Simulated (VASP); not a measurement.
```yaml
crystal:
  lattice:
    - [1.64150, -2.84316, 0.00000]
    - [1.64150, 2.84316, 0.00000]
    - [0.00000, 0.00000, 12.81595]
  atoms:
    - { symbol: Mo, position: [0.33333, 0.66667, 0.25000] }
    - { symbol: Mo, position: [0.66667, 0.33333, 0.75000] }
    - { symbol: Se, position: [0.33333, 0.66667, 0.88071] }
    - { symbol: Se, position: [0.66667, 0.33333, 0.38071] }
    - { symbol: Se, position: [0.66667, 0.33333, 0.11929] }
    - { symbol: Se, position: [0.33333, 0.66667, 0.61929] }
```

All values below come from PBE GGA with D4 dispersion, VASP's PBE PAW potentials (set 64) (plane waves; VASP). Run with 520 eV cut-off, Gaussian smearing of 0.050 eV, potentials Mo_sv Se.

Problem. What does the run give for the band gap (along the path) with the smallest direct gap where there is one?

Solution. 
```json
{
 "band gap (along the path)": "0.77 eV",
 "smallest direct gap (along the path)": "1.45 eV"
}
```

The absolute energy has meaning only against runs of the same code, potentials and settings.

The compound is MoSe2 in the 2H layered structure. It was relaxed first.
